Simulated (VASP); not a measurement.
These are MS2 meta-GGA, VASP's PBE PAW potentials (set 64) (plane waves; VASP) values and carry that method's errors.

A VASP calculation is set up with these files.

**POSCAR**
```
NiSi2
1
    0.0000000000     2.6688993852     2.6688993852
    2.6688993852     0.0000000000     2.6688993852
    2.6688993852     2.6688993852     0.0000000000
Si Ni
2 1
Direct
  0.2500000000   0.2500000000   0.2500000000
  0.7500000000   0.7500000000   0.7500000000
  0.0000000000   0.0000000000   0.0000000000
```

File KPOINTS:
```
Automatic mesh
0
Gamma
10 10 10
0 0 0
```

### INCAR
```
# general
SYSTEM  = NiSi2
PREC    = Accurate
ENCUT   = 520
LREAL   = .FALSE.
LASPH   = .TRUE.

# electronic loop
EDIFF   = 1E-7
NELM    = 100
ALGO    = Normal
LMAXMIX = 4
LMIXTAU = .TRUE.

# smearing
ISMEAR  = 1
SIGMA   = 0.1

# functional
METAGGA = MS2

# ions
ISIF    = 2

# output
LWAVE   = .FALSE.
LCHARG  = .FALSE.
```

POTCAR, in this order: Si Ni (PBE.64 set). Program: vasp_std.

### Question
What will the output report for the number of irreducible k-points (NKPTS), largest plane-wave count, number of space-group operations, FFT grid (NGX, NGY, NGZ)?

### Answer

```yaml
number of irreducible k-points (NKPTS): 47
largest_plane_wave_count: 1034
number_of_space_group_operations: 48
FFT grid (NGX, NGY, NGZ): 28 × 28 × 28
```

The compound is NiSi2 in the fluorite structure. This cell is one point of a volume scan, at 0.97 of the reference volume. The run is not spin-polarised, so no magnetic state was tried.
